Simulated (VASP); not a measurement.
Given:

```xyz
3
Lattice="-1.6922 1.6922 4.5411 1.6922 -1.6922 4.5411 1.6922 1.6922 -4.5411" Properties=species:S:1:pos:R:3 pbc="T T T"
Hf     0.0000     0.0000     0.0000
Ge     1.6922     1.6922    -1.5637
Ge     0.0000     0.0000     6.1048
```

Level of theory: PBEsol GGA, VASP's PBE PAW potentials (set 64) (plane waves; VASP). Numerical set-up: 400 eV cut-off, Gaussian smearing of 0.050 eV, potentials Hf_pv Ge_d.

Give the energies of bands 15 to 22 at the high-symmetry points, in eV from the Fermi level.

| band | Γ | X | P | N | M | S | R |
|---|---|---|---|---|---|---|---|
| 15 | -5.12 | -6.13 | -6.40 | -8.92 | -9.13 | -8.26 | -7.41 |
| 16 | -4.72 | -4.96 | -4.68 | -4.13 | -0.85 | -5.64 | -4.17 |
| 17 | -0.80 | -4.31 | -4.68 | -3.47 | -0.12 | -1.68 | -3.33 |
| 18 | -0.80 | -2.97 | -2.06 | -0.63 | 0.32 | -0.62 | -3.16 |
| 19 | -0.61 | -1.32 | -0.63 | 0.09 | 0.32 | 0.04 | -1.17 |
| 20 | 2.62 | 0.02 | -0.63 | 2.64 | 1.82 | 2.72 | -0.26 |
| 21 | 3.91 | 2.08 | 0.07 | 3.50 | 1.82 | 3.37 | 1.62 |
| 22 | 4.61 | 3.83 | 5.39 | 3.62 | 2.37 | 4.16 | 3.91 |

It has no gap at this level: it comes out as a metal or semimetal.

The structure was generated: HfGe2 was put into the MoSi2 type (I4/mmm), which need not be its known phase. It was relaxed first.
